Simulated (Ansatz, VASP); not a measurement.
# TiO (amorphous TiO1.00): VASP beside Ansatz

Wanted: the spread between two codes on one cell, functional and k mesh. Of the first pair: The structure shown is the start of the Ansatz relaxation below; VASP solves that cell, so the two are compared at the walk's first step.

Main program and level: Ansatz 0.2.0; plane waves, with VASP 6.6.1 beside it; single point at PBE.

## Step 1: Set-up

The cell holds 48 atoms: 24 Ti and 24 O. Its edges and angles: a = 8.210 Å, b = 8.210 Å, c = 8.210 Å, α = 90.0°, β = 90.0°, γ = 90.0°. 48 atoms (24 Ti, 24 O) packed at random and pushed apart as soft spheres at 4.6 g/cm^3; MD (Langevin at fixed volume unless said) with the MACE-MP-0b2 small potential (Batatia et al., arXiv:2401.00096), steps of 2 fs: 0.7 ps at 3200 K, 3200 to 1920 K in 0.7 ps, 1920 to 300 K in 2 ps; then atoms relaxed.

## Step 2: Ansatz: relaxation, PBE

Ansatz runs on its default PAW (the set named soft_2) files.

The two programs are compared at the cell with which this relaxation starts, whose forces are those of its first step.

File input.yaml:

```yaml
crystal:
  lattice:
    - [8.20964, 0.0, 0.0]
    - [0.0, 8.20964, 0.0]
    - [0.0, 0.0, 8.20964]
  atoms:
    - { symbol: Ti, position: [0.24644, 0.67468, 0.14584] }
    - { symbol: Ti, position: [0.68915, 0.64876, 0.55989] }
    - { symbol: Ti, position: [0.47011, 0.0997, 0.11061] }
    - { symbol: Ti, position: [0.58214, 0.01094, 0.7515] }
    - { symbol: Ti, position: [0.93667, 0.0011, 0.70726] }
    - { symbol: Ti, position: [0.5704, 0.80791, 0.2688] }
    - { symbol: Ti, position: [0.73673, 0.3517, 0.83327] }
    - { symbol: Ti, position: [0.81451, 0.13041, 0.07651] }
    - { symbol: Ti, position: [0.29368, 0.61639, 0.77079] }
    - { symbol: Ti, position: [0.21453, 0.27178, 0.63731] }
    - { symbol: Ti, position: [0.86947, 0.06098, 0.39527] }
    - { symbol: Ti, position: [0.19028, 0.92736, 0.94474] }
    - { symbol: Ti, position: [0.53694, 0.74238, 0.94593] }
    - { symbol: Ti, position: [0.36117, 0.52673, 0.40925] }
    - { symbol: Ti, position: [0.88158, 0.66038, 0.91116] }
    - { symbol: Ti, position: [0.41443, 0.40225, 0.00339] }
    - { symbol: Ti, position: [0.299, 0.90367, 0.5496] }
    - { symbol: Ti, position: [0.72839, 0.48556, 0.19885] }
    - { symbol: Ti, position: [0.93354, 0.75593, 0.27029] }
    - { symbol: Ti, position: [0.51636, 0.20865, 0.43906] }
    - { symbol: Ti, position: [0.05317, 0.36015, 0.02684] }
    - { symbol: Ti, position: [0.04873, 0.64089, 0.55944] }
    - { symbol: Ti, position: [0.18616, 0.22965, 0.29187] }
    - { symbol: Ti, position: [0.85307, 0.37119, 0.47842] }
    - { symbol: O, position: [0.10617, 0.07655, 0.50742] }
    - { symbol: O, position: [0.23062, 0.15043, 0.06818] }
    - { symbol: O, position: [0.98678, 0.57773, 0.11563] }
    - { symbol: O, position: [0.25135, 0.43538, 0.18939] }
    - { symbol: O, position: [0.10168, 0.41337, 0.47828] }
    - { symbol: O, position: [0.40273, 0.12711, 0.6324] }
    - { symbol: O, position: [0.38455, 0.87017, 0.10972] }
    - { symbol: O, position: [0.96572, 0.96772, 0.17262] }
    - { symbol: O, position: [0.47379, 0.73172, 0.48228] }
    - { symbol: O, position: [0.37565, 0.85466, 0.78331] }
    - { symbol: O, position: [0.62921, 0.29987, 0.05957] }
    - { symbol: O, position: [0.85625, 0.51748, 0.69444] }
    - { symbol: O, position: [0.22967, 0.38676, 0.84192] }
    - { symbol: O, position: [0.73381, 0.7224, 0.10657] }
    - { symbol: O, position: [0.9161, 0.28166, 0.24722] }
    - { symbol: O, position: [0.17029, 0.72795, 0.37299] }
    - { symbol: O, position: [0.88427, 0.8297, 0.50536] }
    - { symbol: O, position: [0.74767, 0.16752, 0.60798] }
    - { symbol: O, position: [0.72977, 0.82105, 0.78538] }
    - { symbol: O, position: [0.53957, 0.5266, 0.79874] }
    - { symbol: O, position: [0.06973, 0.77224, 0.78607] }
    - { symbol: O, position: [0.64962, 0.05322, 0.27728] }
    - { symbol: O, position: [0.60665, 0.44213, 0.43405] }
    - { symbol: O, position: [0.93796, 0.20427, 0.87307] }
kpoints:
  mp_grid: { grid: [1, 1, 1] }
hamiltonian:
  xc: pbe
scf:
  occupations: { method: fermi_dirac, width: 0.1 }
output:
  forces: true
relax:
  f_tol: 0.04
  max_steps: 250
  cell: {}
```

On the command line:

```
ansatz run input.yaml --threads 4 --pin off --max-ram 8192MiB --backend cpu --events-out ev --progress --plain --runs-dir out
```

Numbers of over 12 decimals in the logs are rounded to 6 here.

Output:

```text
Engine: ansatz 0.2.0, x86_64-unknown-linux-gnu
Pseudopotentials: kind: paw
Pseudopotential: Ti, paw, valence charge 12, recommended cutoff 420 eV (normal), Ti.paw.azcp
Pseudopotential: O, paw, valence charge 6, recommended cutoff 420 eV (normal), O.paw.azcp
Functional definition: PBE
  parameter kappa = 0.804
  parameter beta = 0.066725
  exchange = pbe_x(kappa = kappa, mu = beta*pi^2/3)
  correlation = pbe_c(beta = beta)
Crystal: 48 atoms, lattice volume = 553.315 Å³
Basis set: ecut = 420 eV, 10827 PW (Γ), exchange–correlation on 120×120×120 points (8 copies of the dense FFT grid, shifted against one another)
Bands: 264, of which v1, the nominal top of the filled ones, is band 216 counted from 1 (215 counted from 0)
Symmetry: 1 space group operations
Space group: P1 (ITA 1), of the structure as read, at distance tolerance 8.2e-5 Å
k-points: 1
Non-local potential: Ti, projectors of the file, l = 0: 3, l = 1: 2, l = 2: 3, l = 3: 1
Non-local potential: O, projectors of the file, l = 0: 2, l = 1: 2, l = 2: 1
PAW form: soft (Blöchl's): semilocal exchange-correlation on the pseudo side does not see the compensation charge
PAW one-centre angular grid: Ti, 590 points (default); XC on 64 Gauss nodes
PAW one-centre angular grid: O, 110 points (default); XC on 64 Gauss nodes
Initial density: superposition of atomic densities (neutral atoms: chi_scale 0, normalization atom), corrected by the library's trained network
Initial wavefunctions: pseudopotential atomic-orbital guess
Functional: x = pbe(κ = 0.804, μ = 0.219515), c = pbe(β = 0.066725)
SCF iter   1: F=—  HF=-73658.596780 eV  |F-HF|=—  |Δ(HF+E_count)|=         —  Δρ=1.47e-2  dr2=2.18e0  ethr=1.77e-3  ⟨swp⟩=5.0  Hψ=1000  notcnv=0
preconditioner: auto → Kerker (q_TF=auto, 2.618 Å⁻¹)  [metal: Δε(μ)=0.066 eV  Ē_g=9.067 eV  σ=0.100 eV  W_gap=0.16  n_scr=170 (ndim 8)  ℏωp=24.5 eV  f_vac=0.003  D(μ)=33.77/eV (n_scr^D=340)]
SCF iter   2: F=—  HF=-73658.489512 eV  |F-HF|=—  |Δ(HF+E_count)|=   1.07e-1  Δρ=7.15e-3  dr2=6.13e-1  ethr=5.06e-4  ⟨swp⟩=1.0  Hψ=304  notcnv=0
SCF iter   3: F=—  HF=-73658.461460 eV  |F-HF|=—  |Δ(HF+E_count)|=   2.81e-2  Δρ=1.56e-3  dr2=3.02e-2  ethr=1.42e-4  ⟨swp⟩=2.0  Hψ=266  notcnv=0
SCF iter   4: F=—  HF=-73658.460125 eV  |F-HF|=—  |Δ(HF+E_count)|=   1.33e-3  Δρ=5.70e-4  dr2=4.08e-3  ethr=6.99e-6  ⟨swp⟩=2.0  Hψ=291  notcnv=0
SCF iter   5: F=—  HF=-73658.459776 eV  |F-HF|=—  |Δ(HF+E_count)|=   3.49e-4  Δρ=2.09e-4  dr2=6.56e-4  ethr=9.45e-7  ⟨swp⟩=2.0  Hψ=337  notcnv=0
SCF iter   6: F=—  HF=-73658.459730 eV  |F-HF|=—  |Δ(HF+E_count)|=   4.69e-5  Δρ=1.06e-4  dr2=1.25e-4  ethr=1.52e-7  ⟨swp⟩=2.0  Hψ=377  notcnv=0
SCF iter   7: F=—  HF=-73658.459707 eV  |F-HF|=—  |Δ(HF+E_count)|=   2.27e-5  Δρ=4.97e-5  dr2=2.36e-5  ethr=2.90e-8  ⟨swp⟩=2.0  Hψ=400  notcnv=0
SCF iter   8: F=—  HF=-73658.460830 eV  |F-HF|=—  |Δ(HF+E_count)|=   1.12e-3  Δρ=1.96e-5  dr2=4.20e-6  ethr=5.47e-9  ⟨swp⟩=2.0  Hψ=383  notcnv=0
SCF iter   9: F=—  HF=-73658.460830 eV  |F-HF|=—  |Δ(HF+E_count)|=   6.83e-8  Δρ=8.57e-6  dr2=7.40e-7  ethr=9.73e-10  ⟨swp⟩=2.0  Hψ=375  notcnv=0
SCF iter  10: F=—  HF=-73658.460830 eV  |F-HF|=—  |Δ(HF+E_count)|=   2.26e-8  Δρ=3.58e-6  dr2=1.30e-7  ethr=1.71e-10  ⟨swp⟩=2.0  Hψ=376  notcnv=0
SCF iter  11: F=-73658.460830 eV  HF=-73658.460830 eV  |F-HF|=1.73e-8  |Δ(HF+E_count)|=   5.85e-9  Δρ=1.81e-6  dr2=2.72e-8  ethr=2.31e-11  ⟨swp⟩=4.0  Hψ=769  notcnv=0
SCF 1 converged in 11 iterations: F = -73658.460830 eV  dr2 = 2.72e-8
  greatest PAW one-centre occupation: 0.999 electrons in one spin orbital (limit 2), on the Ti atom at site 9 (counted from 0), in its partial waves of l = 0
relax step   1: F+E_penalty+E_count = -73658.46082999 eV  Δ(F+E_penalty+E_count) = +0.000e0 eV  max|allowed force component| = 1.174e0 eV/Å  Δτ_max = 0.0000 Å  P = -3.462 GPa  Ω = 553.315 Å³  (11 SCF iters, dr2 threshold 1.00e-7 eV, accepted)
Crystal: 48 atoms, lattice volume = 542.115 Å³
Basis set: ecut = 420 eV, 10605 PW (Γ), exchange–correlation on 120×120×120 points (8 copies of the dense FFT grid, shifted against one another)
Initial density: handed on by an earlier stage of this run
Initial wavefunctions: those handed on with the density
iter 1 solved again at ethr=1.49e-3 eV; its pass at ethr=3.10e-3 eV (dr2=6.42e0 eV) is discarded
SCF iter   1: F=—  HF=-73660.713392 eV  |F-HF|=—  |Δ(HF+E_count)|=         —  Δρ=2.04e-2  dr2=6.48e0  ethr=1.49e-3  ⟨swp⟩=1.0  Hψ=1288  notcnv=0
preconditioner: auto → Kerker (q_TF=auto, 2.627 Å⁻¹)  [metal: Δε(μ)=0.102 eV  Ē_g=9.164 eV  σ=0.100 eV  W_gap=0.25  n_scr=172 (ndim 8)  ℏωp=24.7 eV  f_vac=0.003  D(μ)=27.41/eV (n_scr^D=250)]
SCF iter   2: F=—  HF=-73660.344108 eV  |F-HF|=—  |Δ(HF+E_count)|=   3.69e-1  Δρ=1.01e-2  dr2=1.99e0  ethr=1.49e-3  ⟨swp⟩=3.0  Hψ=295  notcnv=0
SCF iter   3: F=—  HF=-73660.156585 eV  |F-HF|=—  |Δ(HF+E_count)|=   1.88e-1  Δρ=2.18e-3  dr2=8.20e-2  ethr=4.62e-4  ⟨swp⟩=4.0  Hψ=337  notcnv=0
[...]
basis re-selected at this cell: Δ(F+E_penalty+E_count) = -7.282e-4 eV, ΔP = -0.001 GPa vs the last step (what re-selecting the basis moved, of the pressure what is left beyond the Pulay correction that the steps carried, after the strain that the cell walked since its last selection, with what the two solves' SCF thresholds leave and, on support functions, any second-order correction that the steps lacked; it is no m [...]
SCF converged after 9 iterations
Free energy (F): -73662.316772 eV
Harris-Foulkes:  -73662.316772 eV  (|F-HF|=0.00e0)
Internal energy: -73661.556930 eV  (E = F + TS)
E sigma→0 (E₀):  -73661.936851 eV
Entropy (-TS):   -0.759842 eV (-15.830 meV/atom)
Fermi energy:    14.071048 eV
--- Per-component energies (eV) ---
  E_band       = -3481.085462
  E_kinetic    = 10794.767705
  E_local      = -27101.145321  (includes V_loc(G=0)·N_el)
  E_nonlocal   = 1335.219844
  E_hartree    = 10829.777819
  E_xc         = -4131.832251
  E_vxc        = -5217.739604  (∫ρ·V_xc dr)
  E_paw        = -28934.584727  (= ΣΔE_a)
  E_vpaw       = -4951.805401  (= ΣTr[D̂ρ^β])
  E_aug_tail   = 0.061655  (compensation charges beyond the density's cutoff)
  E_ewald      = -36453.821654
  E_smearing   = -0.759842  (= −TS)
  E_closure    = 0.000000  (closes the sum)
  Σ components = -73662.316772   (vs F -73662.316772, Δ=0.00e0)
--- Forces (eV/Å), atoms counted from 1 ---
  atom   1  Ti     0.00127748    -0.00039891     0.00132871
  atom   2  Ti     0.00051839    -0.00255585     0.00052326
  atom   3  Ti     0.00061145    -0.00545148     0.00059474
  atom   4  Ti     0.00356027     0.00245094    -0.00253350
  atom   5  Ti     0.00674766    -0.00175008    -0.00211402
  atom   6  Ti     0.00303060     0.00180910    -0.00143812
  atom   7  Ti     0.00079416     0.00099808    -0.00072577
  atom   8  Ti     0.00177498    -0.00305792    -0.00209440
  atom   9  Ti    -0.00170356     0.00236548    -0.00583602
  atom  10  Ti    -0.00503078     0.00438417     0.00044981
  atom  11  Ti     0.00084993     0.00743786     0.00174541
  atom  12  Ti    -0.00118370    -0.00144599    -0.00227396
  atom  13  Ti    -0.00058692     0.00021784     0.00261313
  atom  14  Ti     0.00108365     0.00207988    -0.00107623
  atom  15  Ti     0.00013947    -0.00077792    -0.00066937
  atom  16  Ti    -0.00153036     0.00504025     0.00017974
  atom  17  Ti     0.00011158    -0.00077663     0.00000368
  atom  18  Ti     0.00122784     0.00140074     0.00057286
  atom  19  Ti    -0.00299134     0.00062195    -0.00386308
  atom  20  Ti     0.00545586    -0.00402778     0.00265291
  atom  21  Ti    -0.00220220    -0.00088427    -0.00227240
  atom  22  Ti     0.00088859    -0.00238907     0.00015450
  atom  23  Ti     0.00013855    -0.00188053     0.00185161
  atom  24  Ti     0.00234914    -0.00329952     0.00268953
[...]
atom  41  O      0.00086215     0.00050450    -0.00135764
  atom  42  O     -0.00823754     0.00029270    -0.00087401
  atom  43  O     -0.00179816     0.00090347    -0.00012136
  atom  44  O      0.00034209    -0.00002882    -0.00140745
  atom  45  O     -0.00292590     0.00292257     0.00455601
  atom  46  O     -0.00353200     0.00019384    -0.00218478
  atom  47  O     -0.00127846     0.00187597    -0.00246431
  atom  48  O      0.00055993    -0.00071328     0.00500785
  max |Σ_I F_I| component: 4.70e-6 eV/Å
--- Stress (GPa, compression-positive) ---
       -0.013770      -0.007574       0.017958
       -0.007574      -0.002597       0.005535
        0.017958       0.005535       0.021562
  P = ⅓ Tr σ = 0.0017 GPa (0.017 kbar)
--- Relaxed structure (25 steps of the walk, 21 accepted, 2 SCFs on fresh bases) ---
  F+E_penalty+E_count = -73662.31677170 eV   max|allowed force component| = 8.237e-3 eV/Å   (the final SCF, on the basis selected at the relaxed cell)
  cell:  # Å, volume = 537.2068 Å³
    - [7.929771, -0.042360, 0.250959]
    - [-0.042360, 8.037498, 0.018222]
    - [0.250959, 0.018222, 8.436916]
  atoms:
    - { symbol: Ti, position: [0.238694, 0.658733, 0.136032] }
    - { symbol: Ti, position: [0.697478, 0.714931, 0.568766] }
    - { symbol: Ti, position: [0.483173, 0.103160, 0.082383] }
    - { symbol: Ti, position: [0.582379, 0.019843, 0.762196] }
    - { symbol: Ti, position: [0.929401, 0.00120984, 0.725098] }
    - { symbol: Ti, position: [0.564224, 0.824481, 0.287115] }
    - { symbol: Ti, position: [0.721271, 0.385428, 0.844577] }
    - { symbol: Ti, position: [0.839612, 0.059707, 0.063088] }
    - { symbol: Ti, position: [0.271185, 0.621505, 0.803993] }
    - { symbol: Ti, position: [0.219008, 0.259262, 0.630808] }
    - { symbol: Ti, position: [0.847427, 0.054023, 0.392613] }
    - { symbol: Ti, position: [0.211595, 0.937035, 0.942645] }
    - { symbol: Ti, position: [0.560448, 0.737280, 0.953682] }
    - { symbol: Ti, position: [0.355326, 0.501101, 0.411047] }
    - { symbol: Ti, position: [0.930931, 0.716812, 0.941833] }
    - { symbol: Ti, position: [0.380840, 0.385747, -0.017224] }
    - { symbol: Ti, position: [0.309090, 0.890658, 0.551962] }
    - { symbol: Ti, position: [0.719450, 0.509930, 0.169521] }
    - { symbol: Ti, position: [0.937305, 0.757175, 0.295501] }
    - { symbol: Ti, position: [0.531009, 0.169523, 0.434624] }
    - { symbol: Ti, position: [0.043364, 0.373651, 0.024172] }
    - { symbol: Ti, position: [0.048715, 0.622622, 0.568805] }
    - { symbol: Ti, position: [0.163696, 0.196153, 0.298977] }
    - { symbol: Ti, position: [0.835716, 0.377197, 0.453303] }
    - { symbol: O, position: [0.106778, 0.077362, 0.519745] }
    - { symbol: O, position: [0.239230, 0.165946, 0.048966] }
    - { symbol: O, position: [0.981294, 0.577267, 0.142187] }
    - { symbol: O, position: [0.267608, 0.416994, 0.205456] }
    - { symbol: O, position: [0.095176, 0.394379, 0.473297] }
    - { symbol: O, position: [0.407551, 0.117990, 0.632555] }
    - { symbol: O, position: [0.385477, 0.860948, 0.113237] }
    - { symbol: O, position: [1.020936, 0.990960, 0.223685] }
    - { symbol: O, position: [0.478683, 0.706319, 0.480579] }
    - { symbol: O, position: [0.396415, 0.840907, 0.780964] }
    - { symbol: O, position: [0.605650, 0.327634, 0.062055] }
    - { symbol: O, position: [0.825446, 0.516018, 0.658013] }
    - { symbol: O, position: [0.199173, 0.377843, 0.821597] }
    - { symbol: O, position: [0.749544, 0.775347, 0.112965] }
    - { symbol: O, position: [0.899009, 0.278085, 0.224926] }
    - { symbol: O, position: [0.182572, 0.721444, 0.380723] }
    - { symbol: O, position: [0.903892, 0.841723, 0.523046] }
    - { symbol: O, position: [0.751027, 0.171506, 0.604693] }
    - { symbol: O, position: [0.743556, 0.814966, 0.787772] }
    - { symbol: O, position: [0.516316, 0.525143, 0.812252] }
    - { symbol: O, position: [0.086514, 0.793289, 0.760640] }
    - { symbol: O, position: [0.651983, 0.060559, 0.246157] }
    - { symbol: O, position: [0.589996, 0.401577, 0.381879] }
    - { symbol: O, position: [0.901100, 0.215461, 0.892855] }
```

In the SCF lines HF is the Harris–Foulkes energy and dr2 the Hartree energy of the density residual, in eV; the loop may stop once dr2 is under the threshold and the program's other checks hold. Hψ counts applications of the Hamiltonian.

[end of part 1 of 2]

[Lines on the potential files, build, host, timing and source positions are cut from VASP's logs without a mark.]

[Logs are printed without paths, hosts, clocks, repeated set-up lines and the standing remarks that a program may print on its own settings, such as how far it seeks lower states.]

[Hosts, paths, dates, database ids (printed as entryN), source tags and the programs' standing remarks are cut or masked in the printed files.]
